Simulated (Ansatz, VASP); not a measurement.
## Two plane-wave programs on ZrWS3

```
Zr W S
1.0
     2.38777   -5.45867    0.00000
     2.38777    5.45867    0.00000
     0.00000    0.00000    4.74108
Zr W S
1 1 3
Direct
  0.00000 0.00000 0.50000
  0.50000 0.50000 0.00000
  0.28943 0.71057 0.00000
  0.71057 0.28943 0.00000
  0.00000 0.00000 0.00000
```

Alike in both runs: functional PBE; k mesh 4 × 4 × 4; occupations gaussian, width 0.1 eV; no spin polarisation.

Ansatz relaxed the structure, and its values are those at the end. VASP's run is a single point on that final structure, the one shown.

|  | VASP | Ansatz |
| --- | --- | --- |
| version | VASP 6.6.1 | Ansatz 0.2.0 |
| potentials or method | VASP PAW PBE potentials, release 64 (Zr_sv, W_sv, S) | scalar-relativistic, plane waves, PAW |
| plane-wave cutoff (eV) | 520 | 420 |
| valence electrons in the cell | 44 | 44 |

|  | VASP | Ansatz | Ansatz less VASP |
| --- | --- | --- | --- |
| gap on the k mesh at the Fermi level (eV) | none | none | - |
| pressure (GPa) | 0.0 | 0.0 | +0.01 |
| rms of the force components (eV/Å) | 0.004 | 0.005 | +0.0006 |

A gap of «none» marks a metal or a gap that the smearing closes.

Spin-orbit coupling is left out, which matters for the levels of W.
